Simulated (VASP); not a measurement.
# YS (Fm-3m) in VASP: further runs

One crystal, YS, is run at these levels: LDA; tasks: single point.

Program: VASP 6.6.1. These are calculated values, not measurements. Logs are shortened: lines on timing, memory, paths and dates and some standing lists are left out, and cuts for length are marked.

### 1 Starting point

The structure is cubic, space group Fm-3m (No. 225). Conventional cell: a = 5.664 Å, b = 5.664 Å, c = 5.664 Å, α = 90.00°, β = 90.00°, γ = 90.00°. Y (site symmetry m-3m) is surrounded by 6 S at 2.83 Å. S (site symmetry m-3m) has 6 Y at 2.83 Å as nearest neighbours.

### 2 Single point, LDA

INCAR reads:

```
SYSTEM = YS
PREC = Accurate
ENCUT = 520
EDIFF = 1E-7
ISMEAR = 1
SIGMA = 0.15
LREAL = .FALSE.
LASPH = .TRUE.
NELM = 100
ALGO = Normal
ISIF = 2
LWAVE = .FALSE.
LCHARG = .TRUE.
GGA = CA
LELF = .TRUE.
LVHAR = .TRUE.
NBANDS = 16
```

KPOINTS reads:

```
regular mesh
0
G
  7 7 7
  0 0 0
```

POSCAR reads:

```
YS
1.0
    0.0000000000      2.8322153388      2.8322153388
    2.8322153388      0.0000000000      2.8322153388
    2.8322153388      2.8322153388      0.0000000000
Y S
1 1
Direct
    0.5000000000      0.5000000000      0.5000000000
    0.0000000000      0.0000000000      0.0000000000
```

Potentials or basis: VASP PAW LDA potentials, release 64 (Y_sv, S).

The run is started by

```
cat potpaw_LDA.64/Y_sv/POTCAR potpaw_LDA.64/S/POTCAR > POTCAR
mpirun -np 1 vasp_std > vasp.out
```

OUTCAR:

```text
SYSTEM = YS
   PREC = Accurate
   ENCUT = 520
   EDIFF = 1E-7
   ISMEAR = 1
   LREAL = .FALSE.
   LASPH = .TRUE.
   NELM = 100
   ISIF = 2
   GGA = CA

 ion  position               nearest neighbor table
   1  0.500  0.500  0.500-   2 2.83   2 2.83   2 2.83   2 2.83   2 2.83   2 2.83
   2  0.000  0.000  0.000-   1 2.83   1 2.83   1 2.83   1 2.83   1 2.83   1 2.83

  LATTYP: Found a face centered cubic cell.
 ALAT       =     5.6644306776

  Lattice vectors:

 A1 = (   0.0000000000,   2.8322153388,   2.8322153388)
 A2 = (   2.8322153388,   0.0000000000,   2.8322153388)
 A3 = (   2.8322153388,   2.8322153388,   0.0000000000)

Analysis of symmetry for initial positions (statically):
=====================================================================
 Subroutine PRICEL returns:
 Original cell was already a primitive cell.

 Routine SETGRP: Setting up the symmetry group for a
 face centered cubic supercell.

 Subroutine GETGRP returns: Found 48 space group operations
 (whereof 48 operations were pure point group operations)
 out of a pool of 48 trial point group operations.

The static configuration has the point symmetry O_h .

Analysis of symmetry for dynamics (positions and initial velocities):
=====================================================================
 Subroutine PRICEL returns:
 Original cell was already a primitive cell.

 Routine SETGRP: Setting up the symmetry group for a
 face centered cubic supercell.

 Subroutine GETGRP returns: Found 48 space group operations
 (whereof 48 operations were pure point group operations)
 out of a pool of 48 trial point group operations.

The dynamic configuration has the point symmetry O_h .

 Subroutine INISYM returns: Found 48 space group operations
 (whereof 48 operations are pure point group operations),
 and found     1 'primitive' translations

----------------------------------------------------------------------------------------

                                     Primitive cell

  volume of cell :      45.4369

  direct lattice vectors                    reciprocal lattice vectors
     0.000000000  2.832215339  2.832215339    -0.176540249  0.176540249  0.176540249
     2.832215339  0.000000000  2.832215339     0.176540249 -0.176540249  0.176540249
     2.832215339  2.832215339  0.000000000     0.176540249  0.176540249 -0.176540249

  length of vectors
     4.005357344  4.005357344  4.005357344     0.305776680  0.305776680  0.305776680

  position of ions in fractional coordinates (direct lattice)
     0.500000000  0.500000000  0.500000000
     0.000000000  0.000000000  0.000000000

  ion indices of the primitive-cell ions
   primitive index   ion index
                 1           1
                 2           2

----------------------------------------------------------------------------------------

 KPOINTS: regular mesh

Automatic generation of k-mesh.
 Grid dimensions read from file:
 generate k-points for:    7    7    7

 Generating k-lattice:

  Cartesian coordinates                     Fractional coordinates (reciprocal lattice)
    -0.025220036  0.025220036  0.025220036     0.142857143  0.000000000  0.000000000
     0.025220036 -0.025220036  0.025220036     0.000000000  0.142857143  0.000000000
     0.025220036  0.025220036 -0.025220036     0.000000000  0.000000000  0.142857143

  Length of vectors
     0.043682383  0.043682383  0.043682383

  Shift w.r.t. Gamma in fractional coordinates (k-lattice)
     0.000000000  0.000000000  0.000000000

 Subroutine IBZKPT returns following result:
 ===========================================

 Found     20 irreducible k-points:

 Following reciprocal coordinates:
            Coordinates               Weight
  0.000000  0.000000  0.000000      1.000000
  0.142857  0.000000  0.000000      8.000000
  0.285714  0.000000  0.000000      8.000000
  0.428571  0.000000  0.000000      8.000000
  0.142857  0.142857  0.000000      6.000000
  0.285714  0.142857  0.000000     24.000000
[... 12 lines left out ...]
 -0.428571  0.428571  0.142857     24.000000
 -0.285714  0.428571  0.142857     24.000000
   k-points           NKPTS =     20   k-points in BZ     NKDIM =     20   number of bands    NBANDS=     16
   number of dos      NEDOS =    301   number of ions     NIONS =      2
   total plane-waves  NPLWV =  27000
   dimension x,y,z NGX =    30 NGY =   30 NGZ =   30
   dimension x,y,z NGXF=    60 NGYF=   60 NGZF=   60
   ions per type =               1   1
   NGX,Y,Z   is equivalent  to a cutoff of  12.45, 12.45, 12.45 a.u.
   NGXF,Y,Z  is equivalent  to a cutoff of  24.90, 24.90, 24.90 a.u.
 SYSTEM =  YS
   PREC   = accura    normal or accurate (medium, high low for compatibility)
   ISTART =      0    job   : 0-new  1-cont  2-samecut
   ICHARG =      2    charge: 1-file 2-atom 10-const
   ISPIN  =      1    spin polarized calculation?
   LNONCOLLINEAR =      F non collinear calculations
   LSORBIT =      F    spin-orbit coupling
   LASPH  =      T    aspherical Exc in radial PAW
   ENCUT  =  520.0 eV  38.22 Ry    6.18 a.u.   7.45  7.45  7.45*2*pi/ulx,y,z
   NELM   =    100;   NELMIN=  2; NELMDL= -5     # of ELM steps
   EDIFF  = 0.1E-06   stopping-criterion for ELM
   LREAL  =      F    real-space projection
   EDIFFG = 0.1E-05   stopping-criterion for IOM
   NSW    =      0    number of steps for IOM
   IBRION =     -1    ionic relax: 0-MD 1-quasi-New 2-CG
   NFREE  =      0    steps in history (QN), initial steepest desc. (CG)
   ISIF   =      2    stress and relaxation
   ISYM   =      2    0-nonsym 1-usesym 2-fastsym
   POTIM  = 0.5000    time-step for ionic-motion
   TEBEG  =    0.0;   TEEND  =   0.0 temperature during run
   PSTRESS=    0.0 pullay stress
   NELECT =      17.0000    total number of electrons
   NUPDOWN=      -1.0000    fix difference up-down
   EMIN   =  10.00;   EMAX   =-10.00  energy-range for DOS
   EFERMI =   0.00;   METHOD = LEGACY
   ISMEAR =     1;   SIGMA  =   0.15  broadening in eV -4-tet -1-fermi 0-gaus
   EFERMI_NEDOS =   21; number of points for ismear=-14 and -15
   IALGO  =     38    algorithm
   IMIX   =      4    mixing-type and parameters
     AMIX     =   0.40;   BMIX     =  1.00
     AMIX_MAG =   1.60;   BMIX_MAG =  1.00
  volume/ion in A,a.u.               =      22.72       153.31
  Fermi-wavevector in a.u.,A,eV,Ry     =   1.179655  2.229224 18.933663  1.391585
  Thomas-Fermi vector in A             =   2.315961
   LORBIT       =      0    0 simple, 1 ext, 2 COOP (PROOUT), +10 PAW based schemes
   GGA     = CA    functional components
   LHFCALC =     F    Hartree Fock is set to
   AEXX    =    0.0000 exact exchange contribution
   IVDW    =     0    specifies the selected vdW correction
   LEPSILON=     F    determine dielectric tensor
   LRPA    =     F    only Hartree local field effects (RPA)
 non-spin polarized calculation
 Methfessel and Paxton  Order N= 1 SIGMA  =   0.15
  energy-cutoff  :      520.00
  volume of cell :       45.44
 maximum number of plane-waves:      1243
 NGX is ok and might be reduce to    30
   NGX = 15   NGY = 15   NGZ = 15

 number of electron      17.0000002 magnetization

 Free energy of the ion-electron system (eV)
  ---------------------------------------------------
  ext. energy  EPLUGINS =         0.00000000
  ---------------------------------------------------
  free energy    TOTEN  =       -15.81730536 eV

  energy without entropy =      -15.81670377  energy(sigma->0) =      -15.81710483

 E-fermi :   6.1039     XC(G=0): -10.3637

 val. band max:        5.9506890581   @ k =   0.1429   0.0000   0.0000
 cond. band min:       6.1431659952   @ k =   0.4286   0.1429   0.0000
 fundamental gap:      0.1924769371
 Fermi energy:         6.1038865218

 k-point     1 :       0.0000    0.0000    0.0000
  band No.  band energies     occupation
      1     -37.4692      2.00000
      2     -17.5194      2.00000
      3     -17.5194      2.00000
      4     -17.5194      2.00000
      5      -8.7514      2.00000
      6       2.5815      2.00000
[... 8 lines left out ...]
     15      12.6648      0.00000
     16      17.7151      0.00000

 k-point     2 :       0.1429    0.0000    0.0000
  band No.  band energies     occupation
      1     -37.4657      2.00000
      2     -17.5782      2.00000
      3     -17.5240      2.00000
      4     -17.5240      2.00000
      5      -8.5734      2.00000
      6       1.6485      2.00000
[... 8 lines left out ...]
     15      13.4067      0.00000
     16      16.1875      0.00000

 k-point     3 :       0.2857    0.0000    0.0000
  band No.  band energies     occupation
      1     -37.4579      2.00000
      2     -17.7056      2.00000
      3     -17.5343      2.00000
      4     -17.5343      2.00000
      5      -8.1506      2.00000
      6       0.2309      2.00000
[... 8 lines left out ...]
     15      13.2915      0.00000
     16      14.3976      0.00000

 k-point     4 :       0.4286    0.0000    0.0000
  band No.  band energies     occupation
      1     -37.4516      2.00000
      2     -17.8036      2.00000
      3     -17.5425      2.00000
      4     -17.5425      2.00000
      5      -7.7788      2.00000
      6      -0.6756      2.00000
[... 8 lines left out ...]
     15      12.2844      0.00000
     16      12.2844      0.00000

 k-point     5 :       0.1429    0.1429    0.0000
  band No.  band energies     occupation
      1     -37.4646      2.00000
      2     -17.5743      2.00000
      3     -17.5361      2.00000
      4     -17.5361      2.00000
      5      -8.5360      2.00000
      6       1.2332      2.00000
[... 8 lines left out ...]
     15      13.6923      0.00000
     16      15.9646      0.00000

 k-point     6 :       0.2857    0.1429    0.0000
  band No.  band energies     occupation
      1     -37.4582      2.00000
      2     -17.6651      2.00000
      3     -17.5510      2.00000
      4     -17.5462      2.00000
      5      -8.2507      2.00000
      6       0.4044      2.00000
[... 8 lines left out ...]
     15      13.5060      0.00000
     16      14.5061      0.00000

 k-point     7 :       0.4286    0.1429    0.0000
  band No.  band energies     occupation
      1     -37.4514      2.00000
      2     -17.7623      2.00000
      3     -17.5635      2.00000
      4     -17.5576      2.00000
      5      -7.9147      2.00000
      6      -0.2812      2.00000
[... 8 lines left out ...]
     15      12.0565      0.00000
     16      13.0635      0.00000

 k-point     8 :      -0.4286    0.1429    0.0000
  band No.  band energies     occupation
      1     -37.4493      2.00000
      2     -17.7914      2.00000
      3     -17.5789      2.00000
      4     -17.5510      2.00000
      5      -7.7885      2.00000
      6      -0.5332      2.00000
[... 8 lines left out ...]
     15      12.3239      0.00000
     16      12.6333      0.00000

 k-point     9 :      -0.2857    0.1429    0.0000
  band No.  band energies     occupation
      1     -37.4535      2.00000
      2     -17.7352      2.00000
      3     -17.5780      2.00000
      4     -17.5361      2.00000
      5      -7.9845      2.00000
      6      -0.1383      2.00000
[... 8 lines left out ...]
     15      13.0769      0.00000
     16      13.4890      0.00000
[... 96 lines left out ...]
 k-point    15 :       0.4286    0.4286    0.0000
  band No.  band energies     occupation
      1     -37.4460      2.00000
      2     -17.7340      2.00000
      3     -17.6033      2.00000
      4     -17.6033      2.00000
      5      -8.1748      2.00000
      6       0.4494      2.00000
[... 8 lines left out ...]
     15      12.8632      0.00000
     16      15.3883      0.00000

 k-point    16 :      -0.4286    0.4286    0.0000
  band No.  band energies     occupation
      1     -37.4449      2.00000
      2     -17.7282      2.00000
      3     -17.6347      2.00000
      4     -17.5997      2.00000
      5      -8.1125      2.00000
      6       0.6067      2.00000
[... 8 lines left out ...]
     15      12.6765      0.00000
     16      15.2496      0.00000

 k-point    17 :       0.4286    0.2857    0.1429
  band No.  band energies     occupation
      1     -37.4524      2.00000
      2     -17.7101      2.00000
      3     -17.5954      2.00000
      4     -17.5546      2.00000
      5      -8.0593      2.00000
      6       0.0518      2.00000
[... 8 lines left out ...]
     15      12.2098      0.00000
     16      13.7129      0.00000

 k-point    18 :      -0.4286    0.2857    0.1429
  band No.  band energies     occupation
      1     -37.4477      2.00000
      2     -17.7444      2.00000
      3     -17.6218      2.00000
      4     -17.5714      2.00000
      5      -7.9053      2.00000
      6      -0.0675      2.00000
[... 8 lines left out ...]
     15      12.1428      0.00000
     16      13.2807      0.00000

 k-point    19 :      -0.4286    0.4286    0.1429
  band No.  band energies     occupation
      1     -37.4457      2.00000
      2     -17.7202      2.00000
      3     -17.6282      2.00000
      4     -17.6070      2.00000
      5      -8.0490      2.00000
      6       0.4582      2.00000
[... 8 lines left out ...]
     15      12.6084      0.00000
     16      14.3869      0.00000

 k-point    20 :      -0.2857    0.4286    0.1429
  band No.  band energies     occupation
      1     -37.4452      2.00000
      2     -17.6851      2.00000
      3     -17.6839      2.00000
      4     -17.6008      2.00000
      5      -7.9672      2.00000
      6       0.4904      2.00000
[... 8 lines left out ...]
     15      13.0773      0.00000
     16      13.2291      0.00000

------------------------ aborting loop because EDIFF is reached ----------------------------------------

  FORCE on cell =-STRESS in cart. coord.  units (eV):
  Direction    XX          YY          ZZ          XY          YZ          ZX
  --------------------------------------------------------------------------------------
  -------------------------------------------------------------------------------------
  Total       -3.1015458     -3.1015458     -3.1015458      0.0000000      0.0000000      0.0000000
  in kB     -109.3654070   -109.3654070   -109.3654070      0.0000000      0.0000000      0.0000000
  external PRESSURE =    -109.3654070 kB  Pullay stress =       0.0000000 kB

 VOLUME and BASIS-vectors are now :
 -----------------------------------------------------------------------------
  energy-cutoff  :      520.00
  volume of cell :       45.44
      direct lattice vectors                 reciprocal lattice vectors
     0.000000000  2.832215339  2.832215339    -0.176540249  0.176540249  0.176540249
     2.832215339  0.000000000  2.832215339     0.176540249 -0.176540249  0.176540249
     2.832215339  2.832215339  0.000000000     0.176540249  0.176540249 -0.176540249

 POSITION                                       TOTAL-FORCE (eV/Angst)
 -----------------------------------------------------------------------------------
      2.83222      2.83222      2.83222         0.000000     -0.000000     -0.000000
      0.00000      0.00000      0.00000        -0.000000      0.000000      0.000000
 -----------------------------------------------------------------------------------
    total drift:                                0.000000     -0.000000      0.000000

  FREE ENERGIE OF THE ION-ELECTRON SYSTEM (eV)
  ---------------------------------------------------
  free  energy   TOTEN  =       -15.8173053599 eV

  energy  without entropy=      -15.8167037704  energy(sigma->0) =      -15.81710483
```

Wall time 22 s (1 thread of Intel Xeon Platinum 8259CL at 2.50GHz (Skylake/Cascade Lake), shared host); peak memory 0.17 GiB.

Results:

- Free energy: -15.8173 eV
- Pressure: -10.9 GPa
- Band gap on the k mesh: none (metal or under the smearing width)

### 3 Single point, LDA

This run uses another cell than the first one, of 19.62 Å³/atom, 0.864 times its volume.

INCAR reads:

```
PREC = Accurate
ENCUT = 520
EDIFF = 1E-7
ISMEAR = 1
SIGMA = 0.15
LREAL = F
LASPH = T
NELM = 100
ALGO = Normal
ISIF = 2
LWAVE = F
LCHARG = F
GGA = CA
NBANDS = 16
```

KPOINTS reads:

```
Automatic mesh
0
Gamma
  7 7 7
```

POSCAR reads:

```
YS
1.0
    0.0000000000      2.6971384723      2.6971384723
    2.6971384723      0.0000000000      2.6971384723
    2.6971384723      2.6971384723      0.0000000000
Y S
1 1
Direct
    0.5000000000      0.5000000000      0.5000000000
    0.0000000000      0.0000000000      0.0000000000
```

Potentials or basis: VASP PAW LDA potentials, release 64 (Y_sv, S).

The run is started by

```
cat potpaw_LDA.64/Y_sv/POTCAR potpaw_LDA.64/S/POTCAR > POTCAR
mpirun -np 1 vasp_std > vasp.out
```

It took 21 s on 1 thread of Intel Xeon Platinum 8259CL at 2.50GHz (Skylake/Cascade Lake), shared host; peak memory 0.16 GiB.

It converged, with:

```
Free energy            : -16.0308 eV
Pressure               : 1.5 GPa
Band gap on the k mesh : none (metal or under the smearing width)
```

Levels at points of the mesh, in eV from the Fermi level:
```csv
k point,band 7,band 8,band 9,band 10,band 11,band 12
"(0.00, 0.00, 0.00)",-3.48,-3.48,-0.40,-0.40,-0.40,0.50
```
